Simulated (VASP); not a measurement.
Data:

```xyz
1
Lattice="-1.5667 1.5667 1.5667 1.5667 -1.5667 1.5667 1.5667 1.5667 -1.5667" Properties=species:S:1:pos:R:3 pbc="T T T"
Mo     0.0000     0.0000     0.0000
```

Calculation: PBEsol GGA, VASP's PBE PAW potentials (set 64) (plane waves; VASP). Settings: PREC = Normal, EDIFF = 1E-5, 400 eV cut-off, 18×18×18 Γ-centred mesh, first-order Methfessel-Paxton smearing of 0.10 eV, potentials Mo_sv.

Task: Give the stress tensor in GPa (positive for a compressed cell).

Result: 
```
-1.43   0.00   0.00
 0.00  -1.43   0.00
 0.00   0.00  -1.43
```
The pressure is its mean diagonal, -1.43 GPa.

The compound is Mo in the bcc structure. It was relaxed first.
